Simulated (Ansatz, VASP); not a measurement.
# Cross-check of KTaSe3 between VASP and Ansatz

Wanted: the spread between two codes on one cell, functional and k mesh. The cell is generated by rule, not measured, and may not be a known phase. The cell is taken from a series of runs on this material, whose earlier steps may have relaxed, scaled, displaced or heated it; both programs get it as it stands.

Calculated with Ansatz 0.2.0; plane waves, with VASP 6.6.1 beside it; relaxation of cell and atoms at LDA.

## Step 1: Starting point

It takes space group Pm-3m (No. 221, cubic). Conventional cell: a = 4.996 Å, b = 4.996 Å, c = 4.996 Å, α = 90.00°, β = 90.00°, γ = 90.00°. Nearest to K lie 12 Se at 3.53 Å. Nearest to Ta lie 6 Se at 2.50 Å. Nearest to Se lie 2 Ta at 2.50 Å and 4 K at 3.53 Å. Farther neighbours and most contacts between anions are not listed.

Coordinates:

```cif
data_structure
_symmetry_space_group_name_H-M 'P 1'
_symmetry_Int_Tables_number 1
_cell_length_a 4.9960
_cell_length_b 4.9960
_cell_length_c 4.9960
_cell_angle_alpha 90.000
_cell_angle_beta 90.000
_cell_angle_gamma 90.000
_cell_volume 124.70
loop_
_atom_site_label
_atom_site_type_symbol
_atom_site_fract_x
_atom_site_fract_y
_atom_site_fract_z
_atom_site_occupancy
K1 K 0.50000 0.50000 0.50000 1
Ta2 Ta 0.00000 0.00000 0.00000 1
Se3 Se 0.50000 0.00000 0.00000 1
Se4 Se 0.00000 0.50000 0.00000 1
Se5 Se 0.00000 0.00000 0.50000 1
```

## Step 2: Ansatz: relaxation of cell and atoms, LDA, pair 1

Ansatz runs on its default PAW (the set named soft_2) files.

The relaxed volume is the usual yardstick between codes: in a stiff, nearly cubic crystal its relative difference is about their pressure difference at one cell divided by the bulk modulus.

The input, input.yaml:

```yaml
crystal:
  lattice:
    - [4.9960084273, 0.0, 0.0]
    - [0.0, 4.9960084273, 0.0]
    - [0.0, 0.0, 4.9960084273]
  atoms:
    - { symbol: K, position: [0.5, 0.5, 0.5] }
    - { symbol: Ta, position: [0.0, 0.0, 0.0] }
    - { symbol: Se, position: [0.5, 0.0, 0.0] }
    - { symbol: Se, position: [0.0, 0.5, 0.0] }
    - { symbol: Se, position: [0.0, 0.0, 0.5] }
kpoints:
  mp_grid: { grid: [6, 6, 6] }
hamiltonian:
  xc: lda
scf:
  occupations: { method: gaussian, width: 0.1 }
output:
  forces: true
  stress: true
  eigenvalues: true
  write_density: true
  write_potential: true
  elf: true
  volumetric_format: npy
relax:
  adjacent_minimum: "off"
  f_tol: 0.005
  max_steps: 80
  cell: { stress_tol: 0.05 }
```

On the command line:

```
> ansatz run input.yaml --threads 8 --pin off --max-ram 14336MiB --backend cpu --events-out ev --progress --plain --runs-dir out
```

Numbers of over 12 decimals in the logs are rounded to 6 here.

The program printed:

```text
Engine: ansatz 0.2.0, x86_64-unknown-linux-gnu
Pseudopotentials: kind: paw
Pseudopotential: K, paw, valence charge 9, recommended cutoff 420 eV (normal), K.paw.azcp
Pseudopotential: Ta, paw, valence charge 13, recommended cutoff 420 eV (normal), Ta.paw.azcp
Pseudopotential: Se, paw, valence charge 16, recommended cutoff 420 eV (normal), Se.paw.azcp
Functional definition: SPW92
  exchange = slater_x
  correlation = pw_c
Crystal: 5 atoms, lattice volume = 124.701 Å³
Basis set: ecut = 420 eV, 2469 PW (Γ)
Bands: 42, of which v1, the nominal top of the filled ones, is band 35 counted from 1 (34 counted from 0)
Symmetry: 48 space group operations
Space group: Pm-3m (ITA 221), of the structure as read, at distance tolerance 5.0e-5 Å
k-points: 20 of 216
Non-local potential: K, projectors of the file, l = 0: 3, l = 1: 2, l = 2: 2
Non-local potential: Ta, projectors of the file, l = 0: 3, l = 1: 2, l = 2: 2, l = 3: 1
Non-local potential: Se, projectors of the file, l = 0: 2, l = 1: 2, l = 2: 3, l = 3: 1
PAW form: soft (Blöchl's): semilocal exchange-correlation on the pseudo side does not see the compensation charge
PAW frozen core: K, regenerated for the run's functional, and the local potential with it (the file was generated under x = pbe(κ = 0.804, μ = 0.219515), c = pbe(β = 0.066725))
PAW frozen core: Ta, regenerated for the run's functional, and the local potential with it (the file was generated under x = pbe(κ = 0.804, μ = 0.219515), c = pbe(β = 0.066725))
PAW frozen core: Se, regenerated for the run's functional, and the local potential with it (the file was generated under x = pbe(κ = 0.804, μ = 0.219515), c = pbe(β = 0.066725))
PAW one-centre angular grid: K, 110 points (default); XC on 64 Gauss nodes
PAW one-centre angular grid: Ta, 590 points (default); XC on 64 Gauss nodes
PAW one-centre angular grid: Se, 590 points (default); XC on 64 Gauss nodes
Initial density: superposition of atomic densities (neutral atoms: chi_scale 0, normalization atom), corrected by the library's trained network
Initial wavefunctions: pseudopotential atomic-orbital guess
Functional: x = slater, c = lda
SCF iter   1: F=—  HF=-27332.565372 eV  |F-HF|=—  |Δ(HF+E_count)|=         —  Δρ=5.16e-3  dr2=2.49e-2  ethr=1.77e-3  ⟨swp⟩=6.8  Hψ=3146  notcnv=0
preconditioner: auto → Resta (q_TF=auto, 2.478 Å⁻¹)  ε∞=4.2  [insulator: Δε(μ)=0.263 eV  Ē_g=10.143 eV  σ=0.100 eV  W_gap=0.94  n_scr=26 (ndim 8)  ℏωp=18.2 eV  f_vac=0.050  D(μ)=0.21/eV (n_scr^D=0)  ε∞_Penn≈4.2]
SCF iter   2: F=—  HF=-27332.562060 eV  |F-HF|=—  |Δ(HF+E_count)|=   3.31e-3  Δρ=2.79e-3  dr2=4.95e-3  ethr=3.56e-5  ⟨swp⟩=2.6  Hψ=1471  notcnv=0
SCF iter   3: F=—  HF=-27332.561395 eV  |F-HF|=—  |Δ(HF+E_count)|=   6.65e-4  Δρ=1.27e-3  dr2=1.44e-3  ethr=7.08e-6  ⟨swp⟩=1.8  Hψ=982  notcnv=0
SCF iter   4: F=—  HF=-27332.561251 eV  |F-HF|=—  |Δ(HF+E_count)|=   1.44e-4  Δρ=1.61e-4  dr2=7.48e-5  ethr=2.06e-6  ⟨swp⟩=1.9  Hψ=865  notcnv=0
SCF iter   5: F=—  HF=-27332.561250 eV  |F-HF|=—  |Δ(HF+E_count)|=   1.14e-6  Δρ=4.00e-5  dr2=3.38e-6  ethr=1.07e-7  ⟨swp⟩=2.0  Hψ=980  notcnv=0
SCF iter   6: F=—  HF=-27332.561249 eV  |F-HF|=—  |Δ(HF+E_count)|=   6.93e-7  Δρ=1.24e-5  dr2=2.80e-7  ethr=4.82e-9  ⟨swp⟩=2.0  Hψ=1476  notcnv=0
SCF iter   7: F=-27332.561249 eV  HF=-27332.561249 eV  |F-HF|=5.60e-8  |Δ(HF+E_count)|=   8.50e-8  Δρ=4.74e-6  dr2=2.75e-8  ethr=1.43e-10  ⟨swp⟩=11.6  Hψ=6171  notcnv=0
SCF 1 converged in 7 iterations: F = -27332.561249 eV  dr2 = 2.75e-8
  Residual-converged pass: ⟨swp⟩=1.0  Hψ=920  notcnv=0  max |occ|·‖R‖ = 6.9e-9 eV (tolerance 1.0e-8 eV)  dr2=2.75e-8  dr2_onsite=5.77e-8  max |Δocc| = 4.0e-12
  greatest PAW one-centre occupation: 1.000 electrons in one spin orbital (limit 2), on the Ta atom at site 1 (counted from 0), in its partial waves of l = 0
relax step   1: F+E_penalty+E_count = -27332.56124923 eV  Δ(F+E_penalty+E_count) = +0.000e0 eV  max|allowed force component| = 9.987e-30 eV/Å  Δτ_max = 0.0000 Å  P = +0.092 GPa  Ω = 124.701 Å³  (7 SCF iters, dr2 threshold 1.00e-7 eV, accepted)
[...]
relax step   2: F+E_penalty+E_count = -27332.56125343 eV  Δ(F+E_penalty+E_count) = -4.206e-6 eV  max|allowed force component| = 2.998e-30 eV/Å  Δτ_max = 0.0000 Å  P = -0.035 GPa  Ω = 124.903 Å³  energy of the carried Pulay correction = -3.141e-5 eV  (5 SCF iters, dr2 threshold 2.11e-8 eV, accepted)
[...]
relax step   3: F+E_penalty+E_count = -27332.56127728 eV  Δ(F+E_penalty+E_count) = -2.384e-5 eV  max|allowed force component| = 5.798e-30 eV/Å  Δτ_max = 0.0000 Å  P = -0.035 GPa  Ω = 124.903 Å³  stress off target by 3.52e-2 GPa  SCF on the basis re-selected at this cell (its energy is not comparable with the rows above)  (5 SCF iters)
basis re-selected at this cell: Δ(F+E_penalty+E_count) = -2.384e-5 eV, ΔP = +0.000 GPa vs the last step (what re-selecting the basis moved, of the pressure what is left beyond the Pulay correction that the steps carried, after the strain that the cell walked since its last selection, with what the two solves' SCF thresholds leave and, on support functions, any second-order correction that the steps lacked; it is no m [...]
SCF converged after 5 iterations
Free energy (F): -27332.561277 eV
Harris-Foulkes:  -27332.561277 eV  (|F-HF|=1.46e-11)
Internal energy: -27332.560284 eV  (E = F + TS)
E sigma→0 (E₀):  -27332.560781 eV
Entropy (-TS):   -0.000993 eV (-0.199 meV/atom)
Fermi energy:    8.587378 eV
--- Per-component energies (eV) ---
  E_band       = -1450.311011
  E_kinetic    = 981.019990
  E_local      = -9346.860443  (includes V_loc(G=0)·N_el)
  E_nonlocal   = -1734.186029
  E_hartree    = 4410.151070
  E_xc         = -662.402375
  E_vxc        = -665.410098  (∫ρ·V_xc dr)
  E_paw        = -14370.826831  (= ΣΔE_a)
  E_vpaw       = 494.825094  (= ΣTr[D̂ρ^β])
  E_aug_tail   = -0.001752  (compensation charges beyond the density's cutoff)
  E_ewald      = -6616.622404
  E_core_change = 7.168490  (= ΣΔE_core)
  E_smearing   = -0.000993  (= −TS)
  E_closure    = 0.000000  (closes the sum)
  Σ components = -27332.561277   (vs F -27332.561277, Δ=0.00e0)
--- Forces (eV/Å), atoms counted from 1 ---
  atom   1  K     -0.00000000     0.00000000    -0.00000000
  atom   2  Ta     0.00000000     0.00000000    -0.00000000
  atom   3  Se     0.00000000    -0.00000000    -0.00000000
  atom   4  Se     0.00000000    -0.00000000    -0.00000000
  atom   5  Se    -0.00000000     0.00000000     0.00000000
  max |Σ_I F_I| component: 7.82e-30 eV/Å
--- Stress (GPa, compression-positive) ---
       -0.035166      -0.000000      -0.000000
       -0.000000      -0.035166      -0.000000
       -0.000000      -0.000000      -0.035166
  P = ⅓ Tr σ = -0.0352 GPa (-0.352 kbar)
--- Band table (eV; the first three rows and the last of 20) ---
  k-point 0: bands = [... 31 lower, 7.2586, 7.6554, 7.6554, 7.6554, 8.0584, 8.0584, 8.0584, 10.0422, ... 3 higher]
  k-point 1: bands = [... 31 lower, 7.0742, 7.0782, 7.6713, 7.7567, 7.7567, 8.8863, 8.8863, 10.0643, ... 3 higher]
  k-point 2: bands = [... 31 lower, 6.1094, 6.7685, 7.7037, 7.7329, 7.7329, 10.0058, 10.0058, 10.0935, ... 3 higher]
  k-point 19: bands = [... 31 lower, 3.9279, 8.7775, 8.7775, 8.7775, 10.7401, 10.7401, 10.7401, 11.8341, ... 3 higher]
--- Relaxed structure (2 steps of the walk, 2 accepted, 1 SCFs on fresh bases) ---
  F+E_penalty+E_count = -27332.56127728 eV   max|allowed force component| = 5.798e-30 eV/Å   (the final SCF, on the basis selected at the relaxed cell)
  cell:  # Å, volume = 124.9027 Å³
    - [4.998702, 0, 0]
    - [0, 4.998702, 0.0]
    - [0, 0.0, 4.998702]
  atoms:
    - { symbol: K, position: [0.5, 0.5, 0.5] }
    - { symbol: Ta, position: [0, 0, 0] }
    - { symbol: Se, position: [0.5, 0, 0] }
    - { symbol: Se, position: [0, 0.5, 0] }
    - { symbol: Se, position: [0, 0, 0.5] }
```

In the SCF lines HF is the Harris–Foulkes energy and dr2 the Hartree energy of the density residual, in eV; the loop may stop once dr2 is under the threshold and the program's other checks hold. Hψ counts applications of the Hamiltonian.

(Continued in part 2 of 2.)

[Lines on the potential files, build, host, timing and source positions are cut from VASP's logs without a mark.]

[Logs are printed without paths, hosts, clocks, repeated set-up lines and the standing remarks that a program may print on its own settings, such as how far it seeks lower states.]

[Hosts, paths, dates, database ids (printed as entryN), source tags and the programs' standing remarks are cut or masked in the printed files.]
